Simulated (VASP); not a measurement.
A convergence study with VASP on Fe (bcc): one setting is varied, all else stays as given below, so the limit is that of these other settings. Each run relaxes cell and ions from the cell shown. The basis is that of the starting cell, so low cut-offs carry a Pulay error.

```
CELL_PARAMETERS angstrom
     -1.43500     1.43500     1.43500
      1.43500    -1.43500     1.43500
      1.43500     1.43500    -1.43500
ATOMIC_POSITIONS crystal
  Fe 0.00000 0.00000 0.00000
```
Starting moments (μB, in the order of the record's atoms Fe): 2.5.

Method: PBE GGA, VASP's PBE PAW potentials (set 64) (plane waves; VASP). The tightest run used: 700 eV cut-off, 15×15×15 Γ-centred mesh, first-order Methfessel-Paxton smearing of 0.10 eV, potentials Fe.

| setting | relaxed volume (Å³/atom) | E (eV/atom) | moment (μB) | plane waves |
|---|---|---|---|---|
| ENCUT = 200 | 9.500 | -8.1233 | 0.000 | 82 |
| ENCUT = 250 | 11.018 | -8.2537 | 2.151 | 116 |
| ENCUT = 300 | 11.343 | -8.2521 | 2.186 | 146 |

Q: These are the cheaper rows. Estimate the results at ENCUT = 700, and how far the last row shown lies from them.

A: 
```csv
quantity,tightest run,last row shown is off by
relaxed volume (Å³/atom),11.354,-0.011
E (eV/atom),-8.2429,-0.0092
moment (μB),2.188,-0.002
```

Left out are rungs that failed or repeat a setting and relaxations that didn't move; long series are thinned to 24 rows.

The compound is Fe in the bcc structure.
